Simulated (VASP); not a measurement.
# Ba2Tl5V3O12 (P-3m1) in VASP: a series of runs

One crystal, Ba2Tl5V3O12, is run at these levels: PBEsol, PBE; tasks: band structure, density of states, optical spectrum.

Everything below comes from runs of VASP 6.6.1. Logs are shortened: lines on timing, memory, paths and dates and some standing lists are left out, and cuts for length are marked.

### 1 The crystal as given

Symmetry: P-3m1, No. 164, trigonal system. Conventional cell: a = 8.017 Å, b = 8.017 Å, c = 6.813 Å, α = 90.00°, β = 90.00°, γ = 120.00°. Ba (site symmetry 3m) is surrounded by 6 O at 2.75 Å. Around V (site symmetry 2/m) lie 4 O at 1.81 Å. Tl (site symmetry 2/m) has 4 O at 2.48 Å as nearest neighbours. Around Tl (site symmetry 3m) lie 6 O at 2.68 Å and 3 V at 2.78 Å and 3 Tl at 2.97 Å. O (site symmetry 1) is surrounded by 1 V at 1.81 Å.

The cell was built by a generator and needn't be a form met in nature.

### 2 Band structure, PBEsol, collinear spin, ferromagnetic start

Contents of INCAR:

```
SYSTEM = Ba2Tl5V3O12
PREC = Accurate ; ENCUT = 520
EDIFF = 1E-6 ; ISMEAR = -1
SIGMA = 0.05 ; LREAL = .FALSE.
LASPH = .TRUE. ; NELM = 120
ALGO = Normal ; ISIF = 2
LWAVE = .FALSE. ; LCHARG = .FALSE.
ISPIN = 2 ; MAGMOM = 0 0 2 2 2 0 0 0 0 0 0 0 0 0 0 0 0 0 0 0 0 0
LORBIT = 11 ; LMAXMIX = 4
GGA = PS ; NBANDS = 119
KPAR = 4
```

Contents of KPOINTS:

```
Automatic mesh
0
G
  4 4 4
  0 0 0
```

Contents of POSCAR:

```
Ba2Tl5V3O12                             
1.0
    8.0174767721      0.0000114198      0.0000285039
   -4.0087334123      6.9433508140     -0.0000285039
    0.0000243378     -0.0000140514      6.8130025629
  Ba              V               Tl              O             
     2     3     5    12
Direct
     0.0000002043179847    0.9999997956820111    0.2387516982411272
     0.9999997956820151    0.0000002043179887    0.7612483017588729
     0.5000000000000000    0.0000000000000000    0.0000000000000000
     0.0000000000000000    0.5000000000000000    0.0000000000000000
     0.5000000000000000    0.5000000000000000    0.0000000000000000
     0.5000000000000000    0.0000000000000000    0.5000000000000000
     0.0000000000000000    0.5000000000000000    0.5000000000000000
     0.5000000000000000    0.5000000000000000    0.5000000000000000
     0.3333331801033014    0.6666668198967081    0.2266641550531607
     0.6666668198966984    0.3333331801032918    0.7733358449468392
     0.3382912740799044    0.3421682447275476    0.8119890776246518
     0.6578323286988265    0.9961228907692016    0.8119880339685420
     0.0038773186785218    0.6617106919663331    0.8119875621351744
     0.3421682447396858    0.3382912740547580    0.1880109223753386
     0.9961228907943466    0.6578323287361140    0.1880119660314633
     0.6617106919290553    0.0038773186663837    0.1880124378648299
     0.6617087259200958    0.6578317552724523    0.1880109223753482
     0.3421676713011734    0.0038771092307983    0.1880119660314579
     0.9961226813214783    0.3382893080336669    0.1880124378648257
     0.6578317552603143    0.6617087259452419    0.8119890776246614
     0.0038771092056535    0.3421676712638860    0.8119880339685367
     0.3382893080709449    0.9961226813336164    0.8119875621351703
```

Contents of KPOINTS_OPT:

```
path GMKGALHA,LM,KH
15
line-mode
reciprocal
 0.0000000000  0.0000000000  0.0000000000  G
 0.5000000000  0.0000000000  0.0000000000  M

 0.5000000000  0.0000000000  0.0000000000  M
 0.3333333333  0.3333333333  0.0000000000  K

 0.3333333333  0.3333333333  0.0000000000  K
 0.0000000000  0.0000000000  0.0000000000  G

 0.0000000000  0.0000000000  0.0000000000  G
 0.0000000000  0.0000000000  0.5000000000  A

 0.0000000000  0.0000000000  0.5000000000  A
 0.5000000000  0.0000000000  0.5000000000  L

 0.5000000000  0.0000000000  0.5000000000  L
 0.3333333333  0.3333333333  0.5000000000  H

 0.3333333333  0.3333333333  0.5000000000  H
 0.0000000000  0.0000000000  0.5000000000  A

 0.5000000000  0.0000000000  0.5000000000  L
 0.5000000000  0.0000000000  0.0000000000  M

 0.3333333333  0.3333333333  0.0000000000  K
 0.3333333333  0.3333333333  0.5000000000  H
```

Potentials or basis: VASP PAW PBE potentials, release 64 (Ba_sv, V_sv, Tl_d, O).

Started as:

```sh
cat potpaw_PBE.64/Ba_sv/POTCAR potpaw_PBE.64/V_sv/POTCAR potpaw_PBE.64/Tl_d/POTCAR potpaw_PBE.64/O/POTCAR > POTCAR
mpirun -np 4 vasp_std > vasp.out
```

OUTCAR:

```text
SYSTEM = Ba2Tl5V3O12
   PREC = Accurate
   ENCUT = 520
   EDIFF = 1E-6
   ISMEAR = -1
   LREAL = .FALSE.
   LASPH = .TRUE.
   NELM = 120
   ISIF = 2
   ISPIN = 2
   LORBIT = 11
   GGA = PS

 ion  position               nearest neighbor table
   1  0.000  1.000  0.239-  18 2.75  16 2.75  15 2.75  19 2.75  14 2.75  17 2.75   2 3.25   2 3.56
                             6 4.39   7 4.39   6 4.39   8 4.39   8 4.39   7 4.39
   2  1.000  0.000  0.761-  12 2.75  22 2.75  21 2.75  13 2.75  20 2.75  11 2.75   1 3.25   1 3.56
                             6 4.39   7 4.39   6 4.39   8 4.39   8 4.39   7 4.39
   3  0.500  0.000  0.000-  12 1.81  18 1.81  16 1.81  22 1.81  10 2.78   9 2.78   6 3.41   6 3.41

   4  0.000  0.500  0.000-  15 1.81  21 1.81  19 1.81  13 1.81   9 2.78  10 2.78   7 3.41   7 3.41

   5  0.500  0.500  0.000-  11 1.81  17 1.81  14 1.81  20 1.81   9 2.78  10 2.78   8 3.41   8 3.41

   6  0.500  0.000  0.500-  16 2.48  22 2.48  18 2.48  12 2.48  10 2.97   9 2.97   3 3.41   3 3.41
                             8 4.01   8 4.01   7 4.01   7 4.01   2 4.39   1 4.39   2 4.39   1 4.39
   7  0.000  0.500  0.500-  13 2.48  19 2.48  15 2.48  21 2.48   9 2.97  10 2.97   4 3.41   4 3.41
                             8 4.01   8 4.01   6 4.01   6 4.01   2 4.39   1 4.39   2 4.39   1 4.39
   8  0.500  0.500  0.500-  11 2.48  17 2.48  14 2.48  20 2.48   9 2.97  10 2.97   5 3.41   5 3.41
                             7 4.01   7 4.01   6 4.01   6 4.01   2 4.39   1 4.39   1 4.39   2 4.39
   9  0.333  0.667  0.227-  17 2.68  14 2.68  15 2.68  18 2.68  19 2.68  16 2.68   5 2.78   4 2.78
                             3 2.78   7 2.97   6 2.97   8 2.97
  10  0.667  0.333  0.773-  11 2.68  20 2.68  21 2.68  12 2.68  13 2.68  22 2.68   5 2.78   4 2.78
                             3 2.78   7 2.97   6 2.97   8 2.97
  11  0.338  0.342  0.812-   5 1.81   8 2.48  10 2.68   2 2.75
  12  0.658  0.996  0.812-   3 1.81   6 2.48  10 2.68   2 2.75
  13  0.004  0.662  0.812-   4 1.81   7 2.48  10 2.68   2 2.75
  14  0.342  0.338  0.188-   5 1.81   8 2.48   9 2.68   1 2.75
  15  0.996  0.658  0.188-   4 1.81   7 2.48   9 2.68   1 2.75
  16  0.662  0.004  0.188-   3 1.81   6 2.48   9 2.68   1 2.75
  17  0.662  0.658  0.188-   5 1.81   8 2.48   9 2.68   1 2.75
  18  0.342  0.004  0.188-   3 1.81   6 2.48   9 2.68   1 2.75
  19  0.996  0.338  0.188-   4 1.81   7 2.48   9 2.68   1 2.75
  20  0.658  0.662  0.812-   5 1.81   8 2.48  10 2.68   2 2.75
  21  0.004  0.342  0.812-   4 1.81   7 2.48  10 2.68   2 2.75
  22  0.338  0.996  0.812-   3 1.81   6 2.48  10 2.68   2 2.75

  LATTYP: Found a hexagonal cell.
 ALAT       =     8.0174997621
 C/A-ratio  =     0.8497664815

  Lattice vectors:

 A1 = (   4.0087433598,   6.9433622338,   0.0000000000)
 A2 = (  -8.0174767721,  -0.0000114198,  -0.0000285039)
 A3 = (   0.0000243378,  -0.0000140514,   6.8130025629)

Analysis of symmetry for initial positions (statically):
=====================================================================
 Subroutine PRICEL returns:
 Original cell was already a primitive cell.

 Routine SETGRP: Setting up the symmetry group for a
 hexagonal supercell.

 Subroutine GETGRP returns: Found 12 space group operations
 (whereof 12 operations were pure point group operations)
 out of a pool of 24 trial point group operations.

The static configuration has the point symmetry D_3d.

Analysis of symmetry for dynamics (positions and initial velocities):
=====================================================================
 Subroutine PRICEL returns:
 Original cell was already a primitive cell.

 Routine SETGRP: Setting up the symmetry group for a
 hexagonal supercell.

 Subroutine GETGRP returns: Found 12 space group operations
 (whereof 12 operations were pure point group operations)
 out of a pool of 24 trial point group operations.

The dynamic configuration has the point symmetry D_3d.

Analysis of structural, dynamic, and magnetic symmetry:
=====================================================================
 Subroutine PRICEL returns:
 Original cell was already a primitive cell.

 Routine SETGRP: Setting up the symmetry group for a
 hexagonal supercell.

 Subroutine GETGRP returns: Found 12 space group operations
 (whereof 12 operations were pure point group operations)
 out of a pool of 24 trial point group operations.

The overall configuration has the point symmetry D_3d.

 Subroutine INISYM returns: Found 12 space group operations
[... 115 lines left out ...]
 SYSTEM =  Ba2Tl5V3O12
   PREC   = accura    normal or accurate (medium, high low for compatibility)
   ISTART =      0    job   : 0-new  1-cont  2-samecut
   ICHARG =      2    charge: 1-file 2-atom 10-const
   ISPIN  =      2    spin polarized calculation?
   LNONCOLLINEAR =      F non collinear calculations
   LSORBIT =      F    spin-orbit coupling
   LASPH  =      T    aspherical Exc in radial PAW
   ENCUT  =  520.0 eV  38.22 Ry    6.18 a.u.  14.91 14.91 12.67*2*pi/ulx,y,z
   NELM   =    120;   NELMIN=  2; NELMDL= -5     # of ELM steps
   EDIFF  = 0.1E-05   stopping-criterion for ELM
   LREAL  =      F    real-space projection
   EDIFFG = 0.1E-04   stopping-criterion for IOM
   NSW    =      0    number of steps for IOM
   IBRION =     -1    ionic relax: 0-MD 1-quasi-New 2-CG
   NFREE  =      0    steps in history (QN), initial steepest desc. (CG)
   ISIF   =      2    stress and relaxation
   ISYM   =      2    0-nonsym 1-usesym 2-fastsym
   POTIM  = 0.5000    time-step for ionic-motion
   TEBEG  =    0.0;   TEEND  =   0.0 temperature during run
   PSTRESS=    0.0 pullay stress
   NELECT =     196.0000    total number of electrons
   NUPDOWN=      -1.0000    fix difference up-down
   EMIN   =  10.00;   EMAX   =-10.00  energy-range for DOS
   EFERMI =   0.00;   METHOD = LEGACY
   ISMEAR =    -1;   SIGMA  =   0.05  broadening in eV -4-tet -1-fermi 0-gaus
   EFERMI_NEDOS =   21; number of points for ismear=-14 and -15
   IALGO  =     38    algorithm
   IMIX   =      4    mixing-type and parameters
     AMIX     =   0.40;   BMIX     =  1.00
     AMIX_MAG =   1.60;   BMIX_MAG =  1.00
  volume/ion in A,a.u.               =      17.24       116.34
  Fermi-wavevector in a.u.,A,eV,Ry     =   1.313747  2.482621 23.482706  1.725930
  Thomas-Fermi vector in A             =   2.444048
   LORBIT       =     11    0 simple, 1 ext, 2 COOP (PROOUT), +10 PAW based schemes
   GGA     = PS    functional components
   LHFCALC =     F    Hartree Fock is set to
   AEXX    =    0.0000 exact exchange contribution
   IVDW    =     0    specifies the selected vdW correction
   LEPSILON=     F    determine dielectric tensor
   LRPA    =     F    only Hartree local field effects (RPA)
 spin polarized calculation
  energy-cutoff  :      520.00
  volume of cell :      379.27
 maximum number of plane-waves:     10231
 NGX is ok and might be reduce to    60
   NGX = 29   NGY = 29   NGZ = 25

 number of electron     195.9999995 magnetization      -0.0003707

 number of electron     195.9999995 magnetization       0.0002325

 Free energy of the ion-electron system (eV)
  ---------------------------------------------------
  ext. energy  EPLUGINS =         0.00000000
  ---------------------------------------------------
  free energy    TOTEN  =      -135.63626284 eV

  energy without entropy =     -135.59033723  energy(sigma->0) =     -135.61330003

 E-fermi :   3.6844     XC(G=0): -10.1537

 val. band max:        3.6511475882   @ k =   0.0000   0.2500   0.2500
 cond. band min:       3.7620889590   @ k =   0.0000   0.0000   0.0000
 fundamental gap:      0.1109413708
 Fermi energy:         3.6843942610

 spin component 1

 k-point     1 :       0.0000    0.0000    0.0000
  band No.  band energies     occupation
      1     -60.8035      1.00000
      2     -60.8025      1.00000
      3     -60.8023      1.00000
      4     -34.8547      1.00000
      5     -34.8515      1.00000
      6     -34.8508      1.00000
[... 1458 lines left out ...]
    109       5.9117      0.00000
    110       5.9994      0.00000
 Fermi energy:         3.6843942610

 spin component 2

 k-point     1 :       0.0000    0.0000    0.0000
  band No.  band energies     occupation
      1     -60.8035      1.00000
      2     -60.8025      1.00000
      3     -60.8023      1.00000
      4     -34.8547      1.00000
      5     -34.8515      1.00000
      6     -34.8508      1.00000
[... 1458 lines left out ...]
    109       5.9117      0.00000
    110       5.9994      0.00000
 [bands above 110 left out]

------------------------ aborting loop because EDIFF is reached ----------------------------------------

  FORCE on cell =-STRESS in cart. coord.  units (eV):
  Direction    XX          YY          ZZ          XY          YZ          ZX
  --------------------------------------------------------------------------------------
  -------------------------------------------------------------------------------------
  Total        0.1544865      0.1544873      0.1722998      0.0000003     -0.0000007      0.0000012
  in kB        0.6526124      0.6526158      0.7278630      0.0000014     -0.0000028      0.0000049
  external PRESSURE =       0.6776970 kB  Pullay stress =       0.0000000 kB

 VOLUME and BASIS-vectors are now :
 -----------------------------------------------------------------------------
  energy-cutoff  :      520.00
  volume of cell :      379.27
      direct lattice vectors                 reciprocal lattice vectors
     8.017476772  0.000011420  0.000028504     0.124727418  0.072011192 -0.000000297
    -4.008733412  6.943350814 -0.000028504    -0.000000205  0.144022563  0.000000297
     0.000024338 -0.000014051  6.813002563    -0.000000522  0.000000301  0.146778163

 POSITION                                       TOTAL-FORCE (eV/Angst)
 -----------------------------------------------------------------------------------
     -4.00873      6.94335      1.62659        -0.000000      0.000000     -0.008797
      8.01749      0.00000      5.18642         0.000000     -0.000000      0.008797
      4.00874      0.00001      0.00001         0.000000      0.000000     -0.000000
     -2.00437      3.47168     -0.00001         0.000000      0.000000     -0.000000
      2.00437      3.47168      0.00000         0.000000      0.000000     -0.000000
      4.00875     -0.00000      3.40652         0.000000      0.000000     -0.000000
[... 14 lines left out ...]
     -1.34055      2.37578      5.53207         0.003384     -0.002954     -0.002323
     -1.28094      6.91642      5.53205        -0.004250     -0.001454     -0.002323
 -----------------------------------------------------------------------------------
    total drift:                               -0.000000      0.000000     -0.000000

  FREE ENERGIE OF THE ION-ELECTRON SYSTEM (eV)
  ---------------------------------------------------
  free  energy   TOTEN  =      -135.6362628388 eV

  energy  without entropy=     -135.5903372261  energy(sigma->0) =     -135.61330003

 total charge

# of ion       s       p       d       tot
------------------------------------------
    1        1.991   5.598   0.281   7.870
    2        1.991   5.598   0.281   7.870
    3        2.302   6.409   3.042  11.754
    4        2.302   6.409   3.042  11.754
    5        2.302   6.409   3.042  11.754
    6        1.087   0.341   9.713  11.141
[... 14 lines left out ...]
   21        1.585   3.338   0.000   4.923
   22        1.585   3.338   0.000   4.923
--------------------------------------------------
tot         35.368  72.483  58.210 166.060

 magnetization (x)

# of ion       s       p       d       tot
------------------------------------------
    1       -0.000   0.000   0.000   0.000
    2       -0.000   0.000   0.000   0.000
    3        0.000   0.000   0.000   0.000
    4        0.000   0.000   0.000   0.000
    5        0.000   0.000   0.000   0.000
    6       -0.000   0.000   0.000  -0.000
[... 14 lines left out ...]
   21       -0.000  -0.000   0.000  -0.000
   22       -0.000  -0.000   0.000  -0.000
--------------------------------------------------
tot         -0.000  -0.000   0.000  -0.000
```

Wall time 42 min (4 MPI ranks of Intel Xeon 6975P-C (Granite Rapids), shared host); peak memory 1.6 GiB.

What came out:

| Quantity | Value |
| --- | --- |
| Free energy | -135.6363 eV |
| Pressure | 0.1 GPa |
| Largest force | 0.009 eV/Å |
| Band gap along the path | none (metal or under the smearing width) |
| Net moment | 0.00 μB per cell |
| Valence electrons inside the program's atomic spheres | Ba 7.87; V 11.75; Tl 11.14, 11.28; O 4.92 |

Forces on the atoms (eV/Å):
```
Ba   0.000  0.000 -0.009
Ba   0.000  0.000  0.009
V    0.000  0.000  0.000
V    0.000  0.000  0.000
V    0.000  0.000  0.000
Tl   0.000  0.000  0.000
Tl   0.000  0.000  0.000
Tl   0.000  0.000  0.000
Tl   0.000  0.000  0.008
Tl   0.000  0.000 -0.008
O   -0.003 -0.003 -0.002
O    0.004 -0.001 -0.002
O   -0.001  0.004 -0.002
O   -0.001 -0.004  0.002
O   -0.003  0.003  0.002
O    0.004  0.001  0.002
O    0.003  0.003  0.002
O   -0.004  0.001  0.002
O    0.001 -0.004  0.002
O    0.001  0.004 -0.002
O    0.003 -0.003 -0.002
O   -0.004 -0.001 -0.002
```

Levels at the corners of the path, in eV from the Fermi level:
Spin up:
```
point  band 94  band 95  band 96  band 97  band 98  band 99  band 100  band 101  band 102  band 103
    Γ    -0.79    -0.59    -0.59    -0.43    -0.20     0.08      0.77      0.77      0.98      1.55
    M    -0.94    -0.81    -0.67    -0.41    -0.39    -0.28      0.59      0.75      0.94      1.73
    M    -0.94    -0.81    -0.67    -0.41    -0.39    -0.28      0.59      0.75      0.94      1.73
    K    -0.91    -0.91    -0.62    -0.43    -0.43     0.19      0.19      0.67      0.91      1.81
    K    -0.91    -0.91    -0.62    -0.43    -0.43     0.19      0.19      0.67      0.91      1.81
    Γ    -0.79    -0.59    -0.59    -0.43    -0.20     0.08      0.77      0.77      0.98      1.55
    Γ    -0.79    -0.59    -0.59    -0.43    -0.20     0.08      0.77      0.77      0.98      1.55
    A    -0.73    -0.71    -0.41     0.33     0.74     0.75      0.85      0.85      1.52      1.75
    A    -0.73    -0.71    -0.41     0.33     0.74     0.75      0.85      0.85      1.52      1.75
    L    -0.85    -0.81    -0.62    -0.19     0.71     0.83      0.87      1.18      1.68      1.82
    L    -0.85    -0.81    -0.62    -0.19     0.71     0.83      0.87      1.18      1.68      1.82
    H    -0.89    -0.89    -0.37    -0.37     0.64     0.79      1.04      1.04      1.82      1.82
    H    -0.89    -0.89    -0.37    -0.37     0.64     0.79      1.04      1.04      1.82      1.82
    A    -0.73    -0.71    -0.41     0.33     0.74     0.75      0.85      0.85      1.52      1.75
    L    -0.85    -0.81    -0.62    -0.19     0.71     0.83      0.87      1.18      1.68      1.82
    M    -0.94    -0.81    -0.67    -0.41    -0.39    -0.28      0.59      0.75      0.94      1.73
    K    -0.91    -0.91    -0.62    -0.43    -0.43     0.19      0.19      0.67      0.91      1.81
    H    -0.89    -0.89    -0.37    -0.37     0.64     0.79      1.04      1.04      1.82      1.82
```
Spin down:
```csv
point,band 95,band 96,band 97,band 98,band 99,band 100,band 101,band 102
Γ,-0.59,-0.59,-0.43,-0.20,0.08,0.77,0.77,0.98
M,-0.81,-0.68,-0.41,-0.39,-0.28,0.59,0.75,0.94
M,-0.81,-0.68,-0.41,-0.39,-0.28,0.59,0.75,0.94
K,-0.91,-0.62,-0.43,-0.43,0.19,0.19,0.67,0.91
K,-0.91,-0.62,-0.43,-0.43,0.19,0.19,0.67,0.91
Γ,-0.59,-0.59,-0.43,-0.20,0.08,0.77,0.77,0.98
Γ,-0.59,-0.59,-0.43,-0.20,0.08,0.77,0.77,0.98
A,-0.71,-0.41,0.33,0.74,0.75,0.85,0.85,1.52
A,-0.71,-0.41,0.33,0.74,0.75,0.85,0.85,1.52
L,-0.81,-0.62,-0.19,0.71,0.83,0.87,1.18,1.68
L,-0.81,-0.62,-0.19,0.71,0.83,0.87,1.18,1.68
H,-0.89,-0.37,-0.37,0.64,0.79,1.04,1.04,1.82
H,-0.89,-0.37,-0.37,0.64,0.79,1.04,1.04,1.82
A,-0.71,-0.41,0.33,0.74,0.75,0.85,0.85,1.52
L,-0.81,-0.62,-0.19,0.71,0.83,0.87,1.18,1.68
M,-0.81,-0.68,-0.41,-0.39,-0.28,0.59,0.75,0.94
K,-0.91,-0.62,-0.43,-0.43,0.19,0.19,0.67,0.91
H,-0.89,-0.37,-0.37,0.64,0.79,1.04,1.04,1.82
```

Caveat: the PAW data sets were made with another functional, which shifts forces and pressure a little; spin-orbit coupling is left out, which moves the levels of the heavy elements; semilocal functionals often make such compounds metallic where correlation or magnetic order opens a gap, which also shifts bond lengths.

[end of part 1 of 3]
